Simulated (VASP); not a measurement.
A cell of Au (relaxed from the bcc structure, space group Im-3m) near equilibrium:

```xyz
1
Lattice="-1.6195 1.6195 1.6195 1.6195 -1.6195 1.6195 1.6195 1.6195 -1.6195" Properties=species:S:1:pos:R:3 pbc="T T T"
Au     0.0000     0.0000     0.0000
```

Method: PBEsol GGA, VASP's PBE PAW potentials (set 64) (plane waves; VASP 6.6.1).

| run | ΔE (meV/atom) | σxx | σyy | σzz | largest shear component, with its sign (GPa) | largest force (eV/Å) |
|---|---|---|---|---|---|---|
| as it is | 0.0 | 0.01 | 0.01 | 0.01 | 0.00 | 0.000 |
| after one change | 2.3 | 2.76 | 2.76 | 2.76 | 0.00 | 0.000 |
Stress is in GPa, positive when the cell is compressed.

Name the change that produced these shifts.
(A) isotropic strain of +0.5 %
(B) isotropic strain of -0.5 %
(C) uniaxial strain of +2.0 % along x

B, isotropic strain of -0.5 %

The structure was generated: Au was put into the bcc type (Im-3m), which need not be its known phase.
